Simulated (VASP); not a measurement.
Consider the following.

```
CSi
1.0
    0.00000     2.14155     2.14155
    2.14155     0.00000     2.14155
    2.14155     2.14155     0.00000
Si C
1 1
Direct
  0.00000   0.00000   0.00000
  0.25000   0.25000   0.25000
```

These are rev-vdW-DF2, VASP's PBE PAW potentials (set 64) (plane waves; VASP) values and carry that method's errors. Run with 520 eV cut-off, 10×10×10 Γ-centred mesh, Gaussian smearing of 0.050 eV, potentials Si C.

Question: The job: SiC (zinc blende), 2 atoms, rev-vdW-DF2, static run, 520 eV, 10×10×10 Γ-centred mesh. Roughly how much core time does it take on a busy server core?

Answer: About 30 core-seconds (one run on a shared machine, a rough figure). It had 47 irreducible k-points, 8 bands, up to 544 plane waves and 13 electronic steps.

The compound is SiC in the zinc blende structure. This cell is one point of a volume scan, at 0.94 of the reference volume.
